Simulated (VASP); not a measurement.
# Hf3Ti (P-6m2) in VASP: reference runs

How does Hf3Ti come out in PBE? The cell is run as given.

Program: VASP 6.6.1. These are calculated values, not measurements. Logs are shortened: lines on timing, memory, paths and dates and some standing lists are left out, and cuts for length are marked.

## Step 1: The crystal as given

It takes space group P-6m2 (No. 187, hexagonal). The conventional cell has a = 3.007 Å, b = 3.007 Å, c = 7.566 Å, α = 90.00°, β = 90.00°, γ = 120.00°. Around Hf (site symmetry -6m2) lie 12 Hf at 2.88 to 3.01 Å. Hf (site symmetry 3m) is surrounded by 3 Ti at 2.29 Å. Ti (site symmetry -6m2) has 6 Hf at 2.29 Å as nearest neighbours.

The cell was built by a generator and needn't be a form met in nature.

## Step 2: Single point, PBE

INCAR

```
PREC = Accurate ; ENCUT = 520
EDIFF = 1E-7 ; ISMEAR = -1
SIGMA = 0.05 ; LREAL = F
LASPH = T ; NELM = 60
ALGO = Normal ; ISIF = 2
LWAVE = F ; LCHARG = T
GGA = PE ; LELF = T
LVHAR = T ; NBANDS = 29
```

KPOINTS

```
Automatic mesh
0
Gamma
  10 10 4
```

POSCAR

```
Hf3Ti
1.0
    3.0069887300      0.0000000000      0.0000000000
   -1.5034943600      2.6041286300      0.0000000000
    0.0000000000      0.0000000000      7.5656822100
Hf Ti
3 1
Direct
    0.3333333300      0.6666666700      0.5000000000
    0.0000000000      0.0000000000      0.8033263700
    0.0000000000      0.0000000000      0.1966736300
    0.3333333300      0.6666666700      0.0000000000
```

Potentials or basis: VASP PAW PBE potentials, release 64 (Hf_pv, Ti_sv).

Run with:

```bash
cat potpaw_PBE.64/Hf_pv/POTCAR potpaw_PBE.64/Ti_sv/POTCAR > POTCAR
mpirun -np 1 vasp_std > vasp.out
```

OUTCAR:

```text
PREC = Accurate
   ENCUT = 520
   EDIFF = 1E-7
   ISMEAR = -1
   LREAL = F
   LASPH = T
   NELM = 60
   ISIF = 2
   GGA = PE

 ion  position               nearest neighbor table
   1  0.333  0.667  0.500-   2 2.88   3 2.88   2 2.88   3 2.88   2 2.88   3 2.88
   2  0.000  0.000  0.803-   4 2.29   4 2.29   4 2.29   1 2.88   1 2.88   1 2.88   3 2.98
   3  0.000  0.000  0.197-   4 2.29   4 2.29   4 2.29   1 2.88   1 2.88   1 2.88   2 2.98
   4  0.333  0.667  0.000-   2 2.29   3 2.29   2 2.29   3 2.29   2 2.29   3 2.29

  LATTYP: Found a hexagonal cell.
 ALAT       =     3.0069887300
 C/A-ratio  =     2.5160327787

  Lattice vectors:

 A1 = (   3.0069887300,   0.0000000000,   0.0000000000)
 A2 = (  -1.5034943600,   2.6041286300,   0.0000000000)
 A3 = (   0.0000000000,   0.0000000000,   7.5656822100)

Analysis of symmetry for initial positions (statically):
=====================================================================
 Subroutine PRICEL returns:
 Original cell was already a primitive cell.

 Routine SETGRP: Setting up the symmetry group for a
 hexagonal supercell.

 Subroutine GETGRP returns: Found 12 space group operations
 (whereof 12 operations were pure point group operations)
 out of a pool of 24 trial point group operations.

The static configuration has the point symmetry D_3h.

Analysis of symmetry for dynamics (positions and initial velocities):
=====================================================================
 Subroutine PRICEL returns:
 Original cell was already a primitive cell.

 Routine SETGRP: Setting up the symmetry group for a
 hexagonal supercell.

 Subroutine GETGRP returns: Found 12 space group operations
 (whereof 12 operations were pure point group operations)
 out of a pool of 24 trial point group operations.

The dynamic configuration has the point symmetry D_3h.

 Subroutine INISYM returns: Found 12 space group operations
 (whereof 12 operations are pure point group operations),
 and found     1 'primitive' translations

----------------------------------------------------------------------------------------

                                     Primitive cell

  volume of cell :      59.2437

  direct lattice vectors                    reciprocal lattice vectors
[... 81 lines left out ...]
 SYSTEM =  unknown system
   PREC   = accura    normal or accurate (medium, high low for compatibility)
   ISTART =      0    job   : 0-new  1-cont  2-samecut
   ICHARG =      2    charge: 1-file 2-atom 10-const
   ISPIN  =      1    spin polarized calculation?
   LNONCOLLINEAR =      F non collinear calculations
   LSORBIT =      F    spin-orbit coupling
   LASPH  =      T    aspherical Exc in radial PAW
   ENCUT  =  520.0 eV  38.22 Ry    6.18 a.u.   5.59  5.59 14.07*2*pi/ulx,y,z
   NELM   =     60;   NELMIN=  2; NELMDL= -5     # of ELM steps
   EDIFF  = 0.1E-06   stopping-criterion for ELM
   LREAL  =      F    real-space projection
   EDIFFG = 0.1E-05   stopping-criterion for IOM
   NSW    =      0    number of steps for IOM
   IBRION =     -1    ionic relax: 0-MD 1-quasi-New 2-CG
   NFREE  =      0    steps in history (QN), initial steepest desc. (CG)
   ISIF   =      2    stress and relaxation
   ISYM   =      2    0-nonsym 1-usesym 2-fastsym
   POTIM  = 0.5000    time-step for ionic-motion
   TEBEG  =    0.0;   TEEND  =   0.0 temperature during run
   PSTRESS=    0.0 pullay stress
   NELECT =      42.0000    total number of electrons
   NUPDOWN=      -1.0000    fix difference up-down
   EMIN   =  10.00;   EMAX   =-10.00  energy-range for DOS
   EFERMI =   0.00;   METHOD = LEGACY
   ISMEAR =    -1;   SIGMA  =   0.05  broadening in eV -4-tet -1-fermi 0-gaus
   EFERMI_NEDOS =   21; number of points for ismear=-14 and -15
   IALGO  =     38    algorithm
   IMIX   =      4    mixing-type and parameters
     AMIX     =   0.40;   BMIX     =  1.00
     AMIX_MAG =   1.60;   BMIX_MAG =  1.00
  volume/ion in A,a.u.               =      14.81        99.95
  Fermi-wavevector in a.u.,A,eV,Ry     =   1.459746  2.758519 28.992069  2.130857
  Thomas-Fermi vector in A             =   2.576276
   LORBIT       =      0    0 simple, 1 ext, 2 COOP (PROOUT), +10 PAW based schemes
   GGA     = PE    functional components
   LHFCALC =     F    Hartree Fock is set to
   AEXX    =    0.0000 exact exchange contribution
   IVDW    =     0    specifies the selected vdW correction
   LEPSILON=     F    determine dielectric tensor
   LRPA    =     F    only Hartree local field effects (RPA)
 non-spin polarized calculation
  energy-cutoff  :      520.00
  volume of cell :       59.24
 maximum number of plane-waves:      1626
 NGX is ok and might be reduce to    24
   NGX = 11   NGY = 11   NGZ = 29

 number of electron      42.0000004 magnetization

 Free energy of the ion-electron system (eV)
  ---------------------------------------------------
  ext. energy  EPLUGINS =         0.00000000
  ---------------------------------------------------
  free energy    TOTEN  =       -30.14948514 eV

  energy without entropy =      -30.11998106  energy(sigma->0) =      -30.13473310

 E-fermi :   8.2740     XC(G=0): -12.9924

 val. band max:        8.2678393610   @ k =   0.4000   0.1000   0.2500
 cond. band min:       8.3004281867   @ k =   0.4000   0.2000   0.0000
 fundamental gap:      0.0325888257
 Fermi energy:         8.2740413311

 k-point     1 :       0.0000    0.0000    0.0000
  band No.  band energies     occupation
      1     -47.1479      2.00000
      2     -24.3811      2.00000
      3     -23.6775      2.00000
      4     -23.6775      2.00000
      5     -22.1406      2.00000
      6     -21.8296      2.00000
[... 757 lines left out ...]
     28      13.2084      0.00000
     29      13.6807      0.00000

 [... further k-points ...]
[... 5 lines left out ...]
  --------------------------------------------------------------------------------------
  -------------------------------------------------------------------------------------
  Total       25.9839415     25.9839415     32.5101011      0.0000000      0.0000000      0.0000000
  in kB      702.7053896    702.7053901    879.1977623      0.0000013      0.0000000      0.0000000
  external PRESSURE =     761.5361807 kB  Pullay stress =       0.0000000 kB

 VOLUME and BASIS-vectors are now :
 -----------------------------------------------------------------------------
  energy-cutoff  :      520.00
  volume of cell :       59.24
      direct lattice vectors                 reciprocal lattice vectors
     3.006988730  0.000000000  0.000000000     0.332558613  0.192002804  0.000000000
    -1.503494360  2.604128630  0.000000000     0.000000000  0.384005609  0.000000000
     0.000000000  0.000000000  7.565682210     0.000000000  0.000000000  0.132175787

 POSITION                                       TOTAL-FORCE (eV/Angst)
 -----------------------------------------------------------------------------------
     -0.00000      1.73609      3.78284        -0.000000     -0.000000      0.000000
      0.00000      0.00000      6.07771        -0.000000      0.000000     -6.754936
      0.00000      0.00000      1.48797        -0.000000      0.000000      6.754936
     -0.00000      1.73609      0.00000         0.000000     -0.000000      0.000000
 -----------------------------------------------------------------------------------
    total drift:                                0.000033     -0.000019      0.000000

  FREE ENERGIE OF THE ION-ELECTRON SYSTEM (eV)
  ---------------------------------------------------
  free  energy   TOTEN  =       -30.1494851426 eV

  energy  without entropy=      -30.1199810590  energy(sigma->0) =      -30.13473310
```

OSZICAR:

```text
N       E                     dE             d eps       ncg     rms          rms(c)
DAV:   1     0.349608826864E+03    0.34961E+03   -0.22892E+04  2444   0.161E+03
DAV:   2    -0.222544948017E+01   -0.35183E+03   -0.34087E+03  2573   0.448E+02
DAV:   3    -0.315291081041E+02   -0.29304E+02   -0.28264E+02  3944   0.101E+02
[... 14 lines left out ...]
DAV:  18    -0.301494894494E+02    0.84970E-05   -0.17508E-05  3154   0.451E-02    0.577E-02
DAV:  19    -0.301494859727E+02    0.34767E-05   -0.90206E-06  3444   0.272E-02    0.237E-02
DAV:  20    -0.301494852831E+02    0.68958E-06   -0.25582E-06  3732   0.137E-02    0.775E-03
DAV:  21    -0.301494851714E+02    0.11167E-06   -0.20905E-07  2035   0.299E-03    0.382E-03
DAV:  22    -0.301494851426E+02    0.28823E-07   -0.93116E-08  1468   0.321E-03
   1 F= -.30149485E+02 E0= -.30134733E+02  d E =-.295041E-01
```

It took 60 s on 1 thread of Intel Xeon 6975P-C (Granite Rapids), shared host; peak memory 0.21 GiB.

What came out:

| Property | Result |
| --- | --- |
| Free energy | -30.1495 eV |
| Pressure | 76.2 GPa |
| Largest force | 6.755 eV/Å |
| Band gap on the k mesh | none (metal or under the smearing width) |

Forces on the atoms (eV/Å):
```
Hf   0.000  0.000  0.000
Hf   0.000  0.000 -6.755
Hf   0.000  0.000  6.755
Ti   0.000  0.000  0.000
```

Levels at points of the mesh, in eV from the Fermi level:
| k point | band 17 | band 18 | band 19 | band 20 | band 21 | band 22 | band 23 | band 24 | band 25 | band 26 |
| --- | --- | --- | --- | --- | --- | --- | --- | --- | --- | --- |
| (0.00, 0.00, 0.00) | -3.66 | -1.33 | -1.33 | -1.30 | -1.30 | 1.09 | 1.17 | 1.17 | 1.51 | 2.64 |
| (0.50, 0.00, 0.00) | -2.59 | -2.21 | -0.42 | -0.35 | -0.13 | 0.89 | 1.97 | 2.50 | 2.72 | 3.29 |
| (0.00, 0.00, 0.50) | -3.91 | -1.35 | -1.35 | -1.35 | -1.35 | 1.53 | 1.53 | 1.63 | 1.76 | 1.76 |
| (0.50, 0.00, 0.50) | -3.30 | -1.03 | -0.69 | -0.15 | -0.13 | 0.91 | 1.12 | 2.40 | 2.61 | 3.26 |

Caveat: a pressure of tens of GPa on the cell as given is suspect, and the run, the potentials or the cell itself is likely at fault; forces of over 1 eV/Å show positions far from the minimum, so gaps and moduli don't describe the material at rest. Spin-orbit coupling is left out, which matters for the levels of Hf.
